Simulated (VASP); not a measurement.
Energy against volume of NaCl (rock salt). Level of theory: PBE GGA, VASP's PBE PAW potentials (set 64) (plane waves; VASP). Settings: 520 eV cut-off, 8×8×8 Γ-centred mesh, Gaussian smearing of 0.050 eV, potentials Na_pv Cl.

```csv
V (Å³/atom),E (eV/atom)
22.324,-3.38681
23.015,-3.38892
23.705,-3.38789
24.395,-3.38422
```

### Question
Fit these four points and predict the energy of the run at 21.634 Å³/atom.

### Answer
A cubic in V^(−2/3), the third-order Birch-Murnaghan form, passes through the four points with V0 = 23.11 Å³/atom and B0 = 24 GPa, and gives -3.3810 eV/atom there. The run gave -3.3810 eV/atom, -0.0 meV/atom from the fit; all five points give B0 = 24 GPa.

The compound is NaCl in the rock salt structure. It was relaxed first.
